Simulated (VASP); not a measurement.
## Be$_{3}$ZnO$_{4}$ (space group I-42m): computed properties

Level of theory: PBEsol GGA, VASP's PBE PAW potentials (set 64) (plane waves; VASP 6.6.1).

```yaml
space_group: I-42m (121)
cell: a = b = 4.0257 Å, c = 7.8598 Å, α = β = γ = 90.00°
volume_per_atom: 7.96 Å³/atom
band gap (over mesh and band path): 4.34 eV
smallest direct gap (over mesh and band path): 4.34 eV
band_edge_character: direct, Γ to Γ
density: 4.08 g/cm³
mean ε∞ (DFPT): 3.48
mean ε∞ (independent particles): 3.55
mean static ε: 8.10
optical Γ-point spectrum: 246 (×2), 256, 507 (×2), 509, 551, 552 (×2), 576, 596 (×2), 631, 632, 641, 662 (×2), 705, 721 (×2), 785 cm⁻¹
```

Be$_{3}$ZnO$_{4}$ is taken in the tetragonal space group I-42m (No. 121), Pearson symbol tI16. Lattice parameters: a = 4.026 Å, b = 4.026 Å, c = 7.860 Å, α = 90.00°, β = 90.00°, γ = 90.00°. Be1 on 2a is coordinated by 4 O at 1.655 Å (tetrahedral). Be2 on 4d sees 4 O at 1.685 Å (tetrahedral). Zn on 2b is coordinated by 4 O at 1.922 Å (tetrahedral). O on 8i is surrounded by 3 Be at 1.655–1.685 Å and 1 Zn at 1.922 Å (tetrahedral). (Neighbours: up to the widest gap in distance over summed covalent radii, below 1.35, at either atom; cation-cation and far metal-metal contacts left out.)
(The calculation used a cell of 8 atoms; values per cell refer to that cell.)

The structure comes from a computed database's Be3ZnO4 entry (I-42m); how it stands against other phases isn't given here. It was relaxed first. Symmetry was kept, so distortions that lower it aren't found.
